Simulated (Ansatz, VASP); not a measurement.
# SnTe in two plane-wave programs

One calculation is typed for both programs; each brings its own data sets. How far apart do they land? The cell is taken from a series of runs on this material, whose earlier steps may have relaxed, scaled, displaced or heated it; both programs get it as it stands.

Main program and level: Ansatz 0.2.0; plane waves, with VASP 6.6.1 beside it; relaxation of cell and atoms at PBE with D3(BJ).

## Step 1: The starting structure

Symmetry: Fm-3m, No. 225, cubic system. Conventional cell: a = 6.288 Å, b = 6.288 Å, c = 6.288 Å, α = 90.00°, β = 90.00°, γ = 90.00°. Sn has 6 Te at 3.14 Å nearest. Nearest to Te lie 6 Sn at 3.14 Å. Farther neighbours and most contacts between anions are not listed.

## Step 2: Ansatz: relaxation of cell and atoms, PBE with D3(BJ)

Ansatz runs on its default PAW (the set named soft_2) files.

The relaxed volume is the usual yardstick between codes: in a stiff, nearly cubic crystal its relative difference is about their pressure difference at one cell divided by the bulk modulus.

File input.yaml:

```yaml
crystal:
  lattice:
    - [0.0, 3.1442028973, 3.1442028973]
    - [3.1442028973, 0.0, 3.1442028973]
    - [3.1442028973, 3.1442028973, 0.0]
  atoms:
    - { symbol: Sn, position: [0.0, 0.0, 0.0] }
    - { symbol: Te, position: [0.5, 0.5, 0.5] }
kpoints:
  mp_grid: { grid: [8, 8, 8] }
hamiltonian:
  xc: pbe
  dispersion: d3bj
scf:
  occupations: { method: gaussian, width: 0.01 }
output:
  forces: true
  stress: true
  eigenvalues: true
relax:
  adjacent_minimum: "off"
  f_tol: 0.001
  max_steps: 60
  cell: { stress_tol: 0.01 }
```

Run with:

```
$ ansatz run input.yaml --threads 4 --pin off --max-ram 16384MiB --backend cpu --events-out ev --progress --plain --runs-dir out
```

Numbers of over 12 decimals in the logs are rounded to 6 here.

What it wrote:

```text
Engine: ansatz 0.2.0, aarch64-unknown-linux-gnu
Pseudopotentials: kind: paw
Pseudopotential: Sn, paw, valence charge 14, recommended cutoff 420 eV (normal), Sn.paw.azcp
Pseudopotential: Te, paw, valence charge 16, recommended cutoff 420 eV (normal), Te.paw.azcp
Functional definition: PBE
  parameter kappa = 0.804
  parameter beta = 0.066725
  exchange = pbe_x(kappa = kappa, mu = beta*pi^2/3)
  correlation = pbe_c(beta = beta)
Crystal: 2 atoms, lattice volume = 62.167 Å³
Basis set: ecut = 420 eV, 1243 PW (Γ), exchange–correlation on 60×60×60 points (8 copies of the dense FFT grid, shifted against one another)
Bands: 19, of which v1, the nominal top of the filled ones, is band 15 counted from 1 (14 counted from 0)
Symmetry: 48 space group operations
Space group: Fm-3m (ITA 225), of the structure as read, at distance tolerance 4.0e-5 Å
k-points: 29 of 512
Non-local potential: Sn, projectors of the file, l = 0: 2, l = 1: 2, l = 2: 2, l = 3: 2
Non-local potential: Te, projectors of the file, l = 0: 2, l = 1: 2, l = 2: 2, l = 3: 2
PAW form: soft (Blöchl's): semilocal exchange-correlation on the pseudo side does not see the compensation charge
PAW one-centre angular grid: Sn, 590 points (default); XC on 64 Gauss nodes
PAW one-centre angular grid: Te, 590 points (default); XC on 64 Gauss nodes
Initial density: superposition of atomic densities (neutral atoms: chi_scale 0, normalization atom), corrected by the library's trained network
Initial wavefunctions: pseudopotential atomic-orbital guess
Functional: x = pbe(κ = 0.804, μ = 0.219515), c = pbe(β = 0.066725)
SCF iter   1: F=—  HF=-13005.525387 eV  |F-HF|=—  |Δ(HF+E_count)|=         —  Δρ=6.38e-4  dr2=2.90e-4  ethr=1.77e-3  ⟨swp⟩=6.5  Hψ=2954  notcnv=0
preconditioner: auto → none  [insulator: Δε(μ)=0.113 eV  Ē_g=8.702 eV  σ=0.010 eV  W_gap=1.00  n_scr=14 (ndim 8)  ℏωp=14.9 eV  f_vac=0.009  D(μ)=0.00/eV (n_scr^D=0)  ε∞_Penn≈3.9]
SCF iter   2: F=—  HF=-13005.523857 eV  |F-HF|=—  |Δ(HF+E_count)|=   1.53e-3  Δρ=4.09e-4  dr2=8.91e-5  ethr=9.65e-7  ⟨swp⟩=3.0  Hψ=1400  notcnv=0
SCF iter   3: F=—  HF=-13005.523870 eV  |F-HF|=—  |Δ(HF+E_count)|=   1.22e-5  Δρ=1.48e-4  dr2=1.10e-5  ethr=2.97e-7  ⟨swp⟩=2.0  Hψ=857  notcnv=0
SCF iter   4: F=—  HF=-13005.523887 eV  |F-HF|=—  |Δ(HF+E_count)|=   1.76e-5  Δρ=4.51e-5  dr2=1.12e-6  ethr=3.67e-8  ⟨swp⟩=3.0  Hψ=991  notcnv=0
SCF iter   5: F=—  HF=-13005.523887 eV  |F-HF|=—  |Δ(HF+E_count)|=   1.19e-8  Δρ=1.62e-5  dr2=1.40e-7  ethr=3.72e-9  ⟨swp⟩=2.0  Hψ=986  notcnv=0
SCF iter   6: F=-13005.523887 eV  HF=-13005.523887 eV  |F-HF|=9.88e-10  |Δ(HF+E_count)|=   8.03e-8  Δρ=1.33e-6  dr2=1.00e-9  ethr=3.33e-10  ⟨swp⟩=5.9  Hψ=2418  notcnv=0
SCF 1 converged in 6 iterations: F = -13005.523887 eV  dr2 = 1.00e-9
  greatest PAW one-centre occupation: 0.998 electrons in one spin orbital (limit 2), on the Te atom at site 1 (counted from 0), in its partial waves of l = 2
relax step   1: F+E_penalty+E_count = -13005.52388702 eV  Δ(F+E_penalty+E_count) = +0.000e0 eV  max|allowed force component| = 1.525e-29 eV/Å  Δτ_max = 0.0000 Å  P = +0.454 GPa  Ω = 62.167 Å³  (6 SCF iters, dr2 threshold 1.00e-7 eV, accepted)
[...]
relax step   2: F+E_penalty+E_count = -13005.52446826 eV  Δ(F+E_penalty+E_count) = -5.812e-4 eV  max|allowed force component| = 1.394e-29 eV/Å  Δτ_max = 0.0000 Å  P = -0.162 GPa  Ω = 62.992 Å³  energy of the carried Pulay correction = -1.517e-4 eV  (6 SCF iters, dr2 threshold 2.00e-7 eV, accepted)
[...]
relax step   3: F+E_penalty+E_count = -13005.52462130 eV  Δ(F+E_penalty+E_count) = -1.530e-4 eV  max|allowed force component| = 2.291e-29 eV/Å  Δτ_max = 0.0000 Å  P = -0.003 GPa  Ω = 62.774 Å³  energy of the carried Pulay correction = -1.116e-4 eV  (6 SCF iters, dr2 threshold 6.55e-8 eV, accepted)
[...]
relax step   4: F+E_penalty+E_count = -13005.52473147 eV  Δ(F+E_penalty+E_count) = -1.102e-4 eV  max|allowed force component| = 8.940e-30 eV/Å  Δτ_max = 0.0000 Å  P = -0.003 GPa  Ω = 62.774 Å³  stress off target by 3.34e-3 GPa  SCF on the basis re-selected at this cell (its energy is not comparable with the rows above)  (9 SCF iters)
basis re-selected at this cell: Δ(F+E_penalty+E_count) = -1.102e-4 eV, ΔP = -0.000 GPa vs the last step (what re-selecting the basis moved, of the pressure what is left beyond the Pulay correction that the steps carried, after the strain that the cell walked since its last selection, with what the two solves' SCF thresholds leave and, on support functions, any second-order correction that the steps lacked; it is no m [...]
SCF converged after 9 iterations
Free energy (F): -13005.524731 eV
Harris-Foulkes:  -13005.524731 eV  (|F-HF|=3.64e-12)
Internal energy: -13005.524731 eV  (E = F + TS)
E sigma→0 (E₀):  -13005.524731 eV
Fermi energy:    9.694655 eV
--- Per-component energies (eV) ---
  E_band       = -354.789287
  E_kinetic    = 366.108524
  E_local      = -2157.882626  (includes V_loc(G=0)·N_el)
  E_nonlocal   = -343.017378
  E_hartree    = 1355.628125
  E_xc         = -507.756125
  E_vxc        = -200.992173  (∫ρ·V_xc dr)
  E_paw        = -8795.599137  (= ΣΔE_a)
  E_vpaw       = -730.261718  (= ΣTr[D̂ρ^β])
  E_aug_tail   = -0.000167  (compensation charges beyond the density's cutoff)
  E_ewald      = -2922.206686
  E_disp       = -0.799261  (pairwise vdW)
  E_smearing   = -0.000000  (= −TS)
  E_closure    = -0.000000  (closes the sum)
  Σ components = -13005.524731   (vs F -13005.524731, Δ=0.00e0)
--- Forces (eV/Å), atoms counted from 1 ---
  atom   1  Sn    -0.00000000     0.00000000    -0.00000000
  atom   2  Te     0.00000000    -0.00000000     0.00000000
  max |Σ_I F_I| component: 1.37e-29 eV/Å
--- Stress (GPa, compression-positive) ---
       -0.003343      -0.000000      -0.000000
       -0.000000      -0.003343       0.000000
       -0.000000      -0.000000      -0.003343
  P = ⅓ Tr σ = -0.0033 GPa (-0.033 kbar)
--- Band table (eV; the first three rows and the last of 29) ---
  k-point 0: bands = [... 11 lower, 4.9428, 7.5010, 7.5010, 7.5010, 12.9809, 12.9809, 12.9809, 14.4164]
  k-point 1: bands = [... 11 lower, 4.2407, 7.5240, 7.5240, 7.9934, 12.3062, 12.3062, 12.3375, 14.3534]
  k-point 2: bands = [... 11 lower, 2.9708, 7.6069, 7.6069, 8.6839, 11.2112, 11.2112, 11.2768, 14.7793]
  k-point 28: bands = [... 11 lower, 2.2779, 4.8290, 4.8290, 8.8135, 10.4868, 14.2641, 14.2641, 15.6927]
--- Relaxed structure (3 steps of the walk, 3 accepted, 1 SCFs on fresh bases) ---
  F+E_penalty+E_count = -13005.52473147 eV   max|allowed force component| = 8.940e-30 eV/Å   (the final SCF, on the basis selected at the relaxed cell)
  cell:  # Å, volume = 62.7735 Å³
    - [0, 3.154391, 3.154391]
    - [3.154391, 0, 3.154391]
    - [3.154391, 3.154391, 0]
  atoms:
    - { symbol: Sn, position: [0, 0, 0] }
    - { symbol: Te, position: [0.5, 0.5, 0.5] }
```

## Step 3: VASP: relaxation of cell and atoms, PBE with D3(BJ)

The same cell, functional, mesh and smearing now go to VASP, with its own data sets.

Lines of VASP's logs that name or quote its potential files are left out, and so is its time.

File INCAR:

```
SYSTEM = SnTe
PREC = Accurate
ENCUT = 500
EDIFF = 1E-07
NELM = 120
ISMEAR = 0
SIGMA = 0.01
LREAL = .FALSE.
ALGO = Normal
GGA = PE
IVDW = 12
NBANDS = 16
LORBIT = 11
LWAVE = .FALSE.
LCHARG = .FALSE.
ISIF = 3
IBRION = 2
NSW = 80
EDIFFG = -0.005
LASPH = .TRUE.
GGA_COMPAT = .FALSE.
NELMIN = 4
KPAR = 2
```

File POSCAR:

```
SnTe
1.0
    0.0000000000      3.1442030000      3.1442030000
    3.1442030000      0.0000000000      3.1442030000
    3.1442030000      3.1442030000      0.0000000000
Sn Te
1 1
Direct
    0.0000000000      0.0000000000      0.0000000000
    0.5000000000      0.5000000000      0.5000000000
```

File KPOINTS:

```
Automatic mesh
0
Gamma
8 8 8
0 0 0
```

PAW data sets: Sn_d and Te (PBE family, release 64).

Run with:

```
$ mpirun -np 2 vasp_std
```

What it wrote:

```text
[banner, memory and clock lines left out]
running    2 mpi-ranks, on    1 nodes
 distrk:  each k-point on    1 cores,    2 groups
 distr:  one band on    1 cores,    1 groups

 POSCAR found type information on POSCAR SnTe
 POSCAR found :  2 types and       2 ions
 LDA part: xc-table for (Slater+PW92), standard interpolation
 POSCAR, INCAR and KPOINTS ok, starting setup
 FFT: planning ... GRIDC
 FFT: planning ... GRID_SOFT
 FFT: planning ... GRID
 WAVECAR not read
 entering main loop
       N       E                     dE             d eps       ncg     rms          rms(c)
DAV:   1     0.123815274452E+03    0.12382E+03   -0.94553E+03   936   0.141E+03
DAV:   2     0.316299686288E+01   -0.12065E+03   -0.11756E+03   976   0.352E+02
DAV:   3    -0.728641210877E+01   -0.10449E+02   -0.10415E+02  1216   0.889E+01
DAV:   4    -0.757139061623E+01   -0.28498E+00   -0.28494E+00  1120   0.162E+01
DAV:   5    -0.758345332333E+01   -0.12063E-01   -0.12063E-01  1360   0.307E+00    0.486E+00
DAV:   6    -0.753342791869E+01    0.50025E-01   -0.12010E-01  1200   0.241E+00    0.303E+00
DAV:   7    -0.753476031487E+01   -0.13324E-02   -0.52188E-02  1160   0.120E+00    0.754E-01
DAV:   8    -0.753482718095E+01   -0.66866E-04   -0.74455E-03  1192   0.718E-01    0.179E-01
DAV:   9    -0.753495164886E+01   -0.12447E-03   -0.55973E-04  1272   0.243E-01    0.329E-02
DAV:  10    -0.753494835166E+01    0.32972E-05   -0.87866E-05  1192   0.845E-02    0.152E-02
DAV:  11    -0.753495371522E+01   -0.53636E-05   -0.36245E-05  1144   0.499E-02    0.243E-02
DAV:  12    -0.753495354273E+01    0.17249E-06   -0.20121E-06  1144   0.103E-02    0.157E-02
DAV:  13    -0.753495320825E+01    0.33448E-06   -0.11942E-07   936   0.251E-03    0.104E-02
DAV:  14    -0.753495291290E+01    0.29535E-06   -0.10568E-06  1208   0.105E-02    0.195E-03
DAV:  15    -0.753495291886E+01   -0.59595E-08   -0.77016E-08   672   0.173E-03
   1 F= -.83420833E+01 E0= -.83420833E+01  d E =-.834208E+01
 curvature:   0.00 expect dE= 0.000E+00 dE for cont linesearch  0.000E+00
 trial: gam= 0.00000 g(F)=  0.732E-60 g(S)=  0.213E-02 ort = 0.000E+00 (trialstep = 0.100E+01)
 search vector abs. value=  0.213E-02
 bond charge predicted
       N       E                     dE             d eps       ncg     rms          rms(c)
DAV:   1    -0.757100538658E+01   -0.36052E-01   -0.54630E-01  1152   0.111E+01    0.908E-01
DAV:   2    -0.755116923916E+01    0.19836E-01   -0.32018E-02  1184   0.274E+00    0.390E-01
DAV:   3    -0.754619374171E+01    0.49755E-02   -0.14153E-02  1184   0.168E+00    0.771E-02
DAV:   4    -0.754605941008E+01    0.13433E-03   -0.42079E-04  1000   0.193E-01    0.777E-02
DAV:   5    -0.754597389918E+01    0.85511E-04   -0.62899E-05  1272   0.614E-02    0.141E-02
DAV:   6    -0.754597246214E+01    0.14370E-05   -0.53908E-06  1232   0.353E-02    0.382E-03
DAV:   7    -0.754597243990E+01    0.22245E-07   -0.28423E-07  1056   0.408E-03
   2 F= -.83427725E+01 E0= -.83427725E+01  d E =-.689240E-03
 trial-energy change:   -0.000689  1 .order   -0.000720   -0.002131    0.000691
 step:   0.7426(harm=  0.7553)  dis= 0.00000  next Energy=    -8.342862 (dE=-0.779E-03)
 bond charge predicted
       N       E                     dE             d eps       ncg     rms          rms(c)
DAV:   1    -0.754507698488E+01    0.89548E-03   -0.35618E-02  1152   0.277E+00    0.234E-01
DAV:   2    -0.754375027986E+01    0.13267E-02   -0.21426E-03  1184   0.712E-01    0.100E-01
DAV:   3    -0.754342620776E+01    0.32407E-03   -0.92395E-04  1184   0.430E-01    0.201E-02
DAV:   4    -0.754342110798E+01    0.50998E-05   -0.27551E-05  1016   0.494E-02    0.199E-02
DAV:   5    -0.754341948728E+01    0.16207E-05   -0.40486E-06  1248   0.155E-02    0.360E-03
DAV:   6    -0.754341955426E+01   -0.66981E-07   -0.34392E-07  1120   0.886E-03
   3 F= -.83428624E+01 E0= -.83428624E+01  d E =-.779095E-03
 curvature:  -0.38 expect dE=-0.590E-07 dE for cont linesearch -0.590E-07
 trial: gam=-0.00850 g(F)=  0.741E-60 g(S)=  0.157E-06 ort = 0.183E-04 (trialstep = 0.949E+00)
 search vector abs. value=  0.112E-09
 reached required accuracy - stopping structural energy minimisation
```

OUTCAR, selected parts (step 3):

```text
ion  position               nearest neighbor table
   1  0.000  0.000  0.000-   2 3.14   2 3.14   2 3.14   2 3.14   2 3.14   2 3.14
   2  0.500  0.500  0.500-   1 3.14   1 3.14   1 3.14   1 3.14   1 3.14   1 3.14

  LATTYP: Found a face centered cubic cell.
 ALAT       =     6.2884060000

 Subroutine GETGRP returns: Found 48 space group operations
 (whereof 48 operations were pure point group operations)

The static configuration has the point symmetry O_h .

 Found     29 irreducible k-points:

   k-points           NKPTS =     29   k-points in BZ     NKDIM =     29   number of bands    NBANDS=     16

   dimension x,y,z NGX =    32 NGY =   32 NGZ =   32
   dimension x,y,z NGXF=    64 NGYF=   64 NGZF=   64

   ENCUT  =  500.0 eV  36.75 Ry    6.06 a.u.   8.11  8.11  8.11*2*pi/ulx,y,z

   NELECT =      20.0000    total number of electrons

 k-points in reciprocal lattice and weights: Automatic mesh
   0.00000000  0.00000000  0.00000000       0.002
   0.12500000  0.00000000  0.00000000       0.016
   0.25000000  0.00000000  0.00000000       0.016
   0.37500000  0.00000000  0.00000000       0.016
   0.50000000  0.00000000  0.00000000       0.008
   0.12500000  0.12500000  0.00000000       0.012
   0.25000000  0.12500000  0.00000000       0.047
   0.37500000  0.12500000  0.00000000       0.047
   0.50000000  0.12500000  0.00000000       0.047
[...]
-0.37500000  0.50000000  0.12500000       0.023
  -0.25000000  0.50000000  0.25000000       0.012

 Edisp (eV)   -0.79680

 average (electrostatic) potential at core
       1-100.6255       2 -87.8319

 E-fermi :   6.9820

 k-point     1 :       0.0000    0.0000    0.0000
  band No.  band energies     occupation
    ...
      6      -5.8615      2.00000
      7       2.2315      2.00000
      8       4.7845      2.00000
      9       4.7845      2.00000
     10       4.7845      2.00000
     11      10.2647      0.00000
     12      10.2647      0.00000
     13      10.2647      0.00000
     14      11.6764      0.00000
     15      11.6764      0.00000
    ...

 k-point     2 :       0.1250    0.0000    0.0000
  band No.  band energies     occupation
    ...
      6      -5.7305      2.00000
      7       1.5272      2.00000
      8       4.8076      2.00000
      9       4.8076      2.00000
     10       5.2784      2.00000
     11       9.5874      0.00000
     12       9.5874      0.00000
     13       9.6200      0.00000
     14      11.6209      0.00000
     15      11.9974      0.00000
    ...

 k-point     3 :       0.2500    0.0000    0.0000
  band No.  band energies     occupation
    ...
      6      -5.3617      2.00000
      7       0.2547      2.00000
      8       4.8907      2.00000
      9       4.8907      2.00000
     10       5.9694      2.00000
     11       8.4918      0.00000
     12       8.4918      0.00000
     13       8.5594      0.00000
     14      12.0512      0.00000
     15      12.8838      0.00000
    ...

 Edisp (eV)   -0.79944

  Total       0.00147     0.00147     0.00147     0.00000     0.00000    -0.00000
  in kB       0.03758     0.03758     0.03758     0.00000     0.00000    -0.00000
  external pressure =        0.04 kB  Pullay stress =        0.00 kB

  energy-cutoff  :      500.00
  volume of cell :       62.74
      direct lattice vectors                 reciprocal lattice vectors
    -0.000000000  3.153869127  3.153869127    -0.158535431  0.158535431  0.158535431
     3.153869127  0.000000000  3.153869127     0.158535431 -0.158535431  0.158535431
     3.153869127  3.153869127  0.000000000     0.158535431  0.158535431 -0.158535431

 POSITION                                       TOTAL-FORCE (eV/Angst)
 -----------------------------------------------------------------------------------
      0.00000      0.00000      0.00000        -0.000000     -0.000000      0.000000
      3.15387      3.15387      3.15387         0.000000      0.000000     -0.000000
 -----------------------------------------------------------------------------------
    total drift:                                0.000000     -0.000000     -0.000000

  FREE ENERGIE OF THE ION-ELECTRON SYSTEM (eV)
  ---------------------------------------------------
  free  energy   TOTEN  =        -8.3428623585 eV

  energy  without entropy=       -8.3428623585  energy(sigma->0) =       -8.34286236

 reached required accuracy - stopping structural energy minimisation

 total charge
# of ion       s       p       d       tot
------------------------------------------
    1        1.368   0.735   9.985  12.088
    2        1.384   1.967   0.030   3.381
--------------------------------------------------
tot          2.752   2.702  10.014  15.469

[... 3 further parts left out ...]
```

CONTCAR:

```
SnTe
   1.00000000000000
    -0.0000000000000000    3.1538691270632406    3.1538691270632406
     3.1538691270632406    0.0000000000000000    3.1538691270632406
     3.1538691270632406    3.1538691270632406    0.0000000000000000
  Sn              Te
     1     1
Direct
     0.0000000000000000    0.0000000000000000    0.0000000000000000
     0.5000000000000000    0.5000000000000000    0.5000000000000000
```

## Step 4: Differences

Known differences besides the potentials themselves: the data sets hold 30 valence electrons in Ansatz (on its default PAW (the set named soft_2) files) and 20 in VASP; the cutoff is 420 eV in Ansatz and 500 eV in VASP; Ansatz adds a Pulay correction to the stress that steers its cell, VASP none. Total energies have different zeros and are not compared.

The two programs side by side:

```
                                         quantity  Ansatz   VASP  difference
                                      volume (Å³)   62.77  62.74     +0.05 %
edge a after relaxation, in the typed setting (Å)   4.461  4.460     +0.02 %
```

## Step 5: Summary of results

```
difference in volume (relaxation of cell and atoms, PBE with D3(BJ)) : 0.050 %
```

What this shows: The difference in volume is 0.050 % (relaxation of cell and atoms, PBE with D3(BJ)), within the 1.2 % picked in this series as the mark of a large difference, as far as the stopping tolerances let one tell. The data sets hold unlike numbers of valence electrons (30 in Ansatz and 20 in VASP), so part of the differences comes from the potentials. 3 further runs of this series are not shown here. How closely two codes agree says nothing of how well the functional describes the real material.

[Lines on the potential files, build, host, timing and source positions are cut from VASP's logs without a mark.]

[Logs are printed without paths, hosts, clocks, repeated set-up lines and the standing remarks that a program may print on its own settings, such as how far it seeks lower states.]

[Hosts, paths, dates, database ids (printed as entryN), source tags and the programs' standing remarks are cut or masked in the printed files.]
